Count what a density functional is allowed to know about the electrons. The local density approximation, LDA, sees only the density at each point: one ingredient. A generalised gradient approximation, GGA, also sees how steeply the density changes: two. A meta-GGA adds the kinetic-energy density of the orbitals: three. For gallium arsenide, held at a lattice close to the measured one, the count n gives a usable guess of the band gap that such a calculation will return:

gap ≈ 0.3 eV × n

That the meta-GGAs come out highest has a plausible physical reason. That the GGAs lie above LDA and that the line passes near zero are features I can't derive. The equal steps are a simplification: the computed gaps rise by about 0.2 eV from LDA to the GGAs, and by about 0.4 eV on average from there to the meta-GGAs. The rule is best taken as an aid to memory.

Kohn–Sham DFT calculations with VASP 6.6.1 and PAW potentials for zinc-blende GaAs, in a fixed two-atom cell (conventional cubic edge 5.6537 Å). All rows use an 8 × 8 × 8 k mesh, a plane-wave cutoff of 520 eV and a smearing width of 0.05 eV, without spin polarisation or spin–orbit coupling.

```
functional                            potentials  gap on mesh (eV)  direct gap on mesh (eV)
       LDA  VASP-PAW-LDA-potentials,-recommended             0.331                    0.331
       PBE  VASP-PAW-PBE-potentials,-recommended             0.520                    0.520
    r2SCAN  VASP-PAW-PBE-potentials,-recommended             0.996                    0.996
       MS2  VASP-PAW-PBE-potentials,-recommended             0.932                    0.932
      PW91  VASP-PAW-PBE-potentials,-recommended             0.507                    0.507
      SCAN  VASP-PAW-PBE-potentials,-recommended             0.722                    0.722
```

The column "gap on mesh" is the distance between the highest filled and the lowest empty level among the sampled points of the crystal's momentum space. The column "direct gap on mesh" demands that both levels belong to the same point. The two columns agree in every row, so each functional finds a direct gap on this mesh. The atoms and the cell are the same throughout, and differences between rows come from the functional and from the potentials that stand for the atomic cores.

The first row, LDA, has the smallest gap, 0.33 eV, and the rule gives 0.3 eV. To see why this gap responds to the functional at all, look at the two states that bound it. The top of the valence band is built from p orbitals in a bonding combination. The bottom of the conduction band is an antibonding combination of s orbitals. An s orbital has density right at the nucleus, where a p orbital has a node, so a change of the potential near the cores moves the two edges by different amounts.

There is also a reason why the LDA gap is too small compared with experiment. The measured gap is the cost of removing an electron from the crystal less the energy won by adding one elsewhere. Even with the exact functional, the difference between Kohn–Sham levels would not equal this cost, because the exact potential jumps by a constant when an electron is added:

measured gap = Kohn–Sham gap + jump

The potentials of LDA and GGA vary smoothly with the density and have no such jump in a solid. Their level differences therefore lack this part altogether.

The second row, PBE, is a GGA and serves as the first worked case. It has two ingredients, so

gap ≈ 0.3 eV × 2 = 0.6 eV

The calculation gives 0.52 eV, which makes the guess too high by 0.08 eV. That is good enough to tell PBE from LDA, whose gap is 0.19 eV smaller, but with little to spare.

What counts in a GGA is how steep the density is compared with its own size. This ratio varies from place to place in the crystal, and so does the correction to the potential. The s-like conduction edge and the p-like valence edge sample different places, so a shift of the gap is no surprise. This argument doesn't fix the direction of the shift; the direction is read from the table. One caution belongs here: the LDA row also uses core potentials made for LDA, while PBE uses its own. The step from the first row to the second contains both changes, and separating them would take an LDA run with the PBE potentials.

The third and fourth rows, r2SCAN and MS2, are meta-GGAs, and their gaps rise to 1.00 and 0.93 eV. The rule gives 0.9 eV for both. This is the largest rise on the way down the table, and here the new ingredient works in a different manner from the gradient. The kinetic-energy density is built from the slopes of the orbitals themselves, not from the total density. When the energy depends on it, the equation for each orbital acquires a term that depends on the shape of that orbital. In atomic units its contribution to an orbital energy is

extra energy = ½ ∫ v |∇ψ|² dV

where ψ is the orbital and v tells how strongly the exchange-correlation energy responds to the kinetic-energy density at each point.

Where v is positive, a steep orbital is pushed up more than a flat one. An antibonding orbital has to change sign between neighbouring atoms and tends to be steep there, while a bonding orbital runs smoothly across the bond. The term can thus raise the conduction edge relative to the valence edge. The picture is incomplete, since the p orbitals of the valence edge are steep too, where they pass through zero at their own nuclei. The ordinary part of the potential changes as well, and the table doesn't list the two contributions separately, so this remains an argument about tendency and not a calculation of the step. The band edges in the outputs, which can be roughly compared between runs with the same cell and the same PBE potentials, also show that the gap doesn't open from the conduction side alone. Relative to PBE, the valence edge falls by about a quarter of an eV in all three meta-GGAs, while the conduction edge rises by about 0.2 eV in r2SCAN and MS2 and falls slightly in SCAN.

The same idea can be put in terms of the missing jump. LDA and GGA use one potential for all orbitals, filled or empty. A meta-GGA treated in this way lets filled and empty orbitals feel different effective potentials, and some of the jump can then appear directly in the level difference. It is well established that meta-GGAs used like this tend to give larger gaps than GGAs. The three meta-GGA rows here all follow that pattern. They were run with core potentials made for PBE, however, so the cores don't match the functional, and this may shift their gaps by an amount that the table doesn't show.

The fifth row, PW91, takes us back to two ingredients, and the gap falls back with it, to 0.51 eV. PW91 and PBE are close relatives in construction, and their gaps differ by only about 0.01 eV. So small a difference deserves no explanation, all the more because PW91 was run with potentials made for PBE. The row does show that a second GGA lands at the same level as the first. It is weak as an independent test of the rule, since it nearly repeats the PBE row.

The last row, SCAN, is the second worked case and the hard one. It has three ingredients, so

gap ≈ 0.3 eV × 3 = 0.9 eV

The calculation gives 0.72 eV. The guess is too high by 0.18 eV, the largest miss in the table. SCAN still lies above both GGAs, as the count demands, but it lies 0.27 eV below r2SCAN, which is nearly a whole step of the rule.

This miss shows what counting leaves out. SCAN and r2SCAN use the same ingredients, and r2SCAN was designed as a smoother version of SCAN. What differs is the recipe: how sharply the energy responds as the kinetic-energy density changes from a bond to a region of nearly uniform density. That response is the factor v in the integral above, so a different recipe may well move the band edges differently. The outputs show where the difference sits: the valence edges of SCAN and r2SCAN nearly coincide, at 3.6885 and 3.6795 eV, and almost the whole distance lies in the conduction edge, at 4.4103 and 4.6758 eV. Whether v accounts for it is a guess, because no output isolates the term. Smoothness alone doesn't sort the three, since by construction v is expected to be close to zero near uniform density in MS2 as in SCAN, yet MS2 lies near r2SCAN. SCAN is also known to be sensitive to the numerical grid, and no run here tests how much of its gap depends on that. The safe lesson is that the number of ingredients places a functional in a group, while the recipe decides where in the group it falls.

The factor 0.3 eV is a rounded least-squares slope. A line through zero, fitted to all six rows, has a slope of 0.29 eV per ingredient, so both worked rows helped to set it. When each row is predicted from a slope fitted to the other five, the typical (root-mean-square) miss is 0.12 eV, and SCAN and r2SCAN miss most, by 0.19 and 0.18 eV in opposite directions. A rule with only two levels, one for LDA and GGA together and a higher one for meta-GGA, does slightly less well in the same test, at 0.15 eV. Six rows, two of them near twins, can't settle which picture is closer to the truth.

With the rounded factor, the typical miss over the table is 0.10 eV relative to the computed gaps. Since one step is 0.3 eV, the rule gives the order of the three groups in this table but can't rank the members of a group. Nor can a computed gap always be traced back to its group: SCAN lies nearer to the rule's 0.6 eV for a GGA than to its own 0.9 eV. For the three meta-GGAs tested here, the guess is good to about 0.2 eV. Functionals designed to give larger band gaps are expected to lie well above their group, and the count shouldn't be used for them.

The rule meets its sharpest limit when the cell is allowed to relax. Each functional prefers its own lattice size, and the pressures in these runs show how far the fixed cell is from it. PBE reports a pressure of about 3.5 GPa: its crystal is squeezed and would like to expand. LDA reports about −1.6 GPa: its crystal is stretched and would like to shrink. The three meta-GGAs are within about 0.6 GPa of zero and are nearly content with the cell they were given.

Squeezing gallium arsenide raises the antibonding conduction edge and widens the direct gap, by roughly 0.11 eV per GPa, a recalled value. Letting each cell relax should then bring the PBE gap down to somewhere near 0.1 eV and lift the LDA gap to about 0.5 eV. PW91 would fall along with PBE. The first two groups would change places, and counting ingredients would give the wrong order. These are estimates and not results of relaxed runs, but the shifts are large enough to make the warning firm: before comparing two computed gaps of this material, ask which lattice each belongs to.

A second correction applies to every row. The calculations leave out spin-orbit coupling, which splits the six p-like states at the valence top into four that rise and two that sink. The average stays put, so the four rise by one third of the splitting and the two sink by two thirds. With a recalled splitting of about 0.34 eV, the gap shrinks by about 0.1 eV. To guess a gap with this coupling included, use

gap ≈ 0.3 eV × n − 0.1 eV

The correction is expected to be nearly the same for all functionals, so it should leave their order alone.

None of these values should be taken for the real gap, which is roughly 1.5 eV at low temperature. Even r2SCAN, the highest row, falls short by about 0.6 eV once spin-orbit coupling is taken off. The missing coupling therefore doesn't excuse the functionals; including it makes the shortfall larger. Counting further, to a fourth ingredient such as exact exchange, has no support in the table.

For a related semiconductor with an s-like conduction edge over a p-like valence top, the reasoning suggests that the meta-GGAs again come out on top at a fixed cell; whether a GGA again lies above LDA has to be computed. The formula itself should stay with gallium arsenide. Rescaled with one computed gap of another material, it would still make a GGA gap twice the LDA gap and a meta-GGA gap three times as large, and in a crystal with a wide gap no such doubling is expected. The line passes near zero here because the LDA gap happens to be about as large as one step.
